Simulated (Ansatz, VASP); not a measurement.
**RuPt2 in VASP and in Ansatz**

```
Ru Pt
1.0
     4.62610    0.00000    0.00000
    -2.31305    4.00632    0.00000
     0.00000    0.00000    2.63974
Ru Pt
1 2
Direct
  0.00000 0.00000 0.00000
  0.33333 0.66667 0.00000
  0.66667 0.33333 0.00000
```

Alike in both runs: functional PBE; k mesh 6 × 6 × 6; occupations gaussian, width 0.1 eV; no spin polarisation.

Ansatz relaxed the structure, and its values are those at the end. VASP's run is a single point on that final structure, the one shown.

|  | VASP | Ansatz |
| --- | --- | --- |
| version | VASP 6.6.1 | Ansatz 0.2.0 |
| potentials or method | VASP PAW PBE potentials, release 64 (Ru_pv, Pt) | scalar-relativistic, plane waves, PAW |
| plane-wave cutoff (eV) | 520 | 420 |
| valence electrons in the cell | 34 | 52 |

VASP gave:

| Property | Result |
| --- | --- |
| gap on the k mesh at the Fermi level (eV) | none |
| pressure (GPa) | -0.1 |

Question: Which values does Ansatz return?

Answer: gap on the k mesh at the Fermi level (eV): none; pressure (GPa): 0.3.

A gap of «none» marks a metal or a gap that the smearing closes. With one functional, cell and mesh, what is left measures potentials, basis and numerics. The two sets of potentials don't hold the same shells in valence.

Caveats: the k mesh is coarse (spacing up to 0.40 Å⁻¹), so the values aren't converged. Spin-orbit coupling is left out, which matters for the levels of Pt.
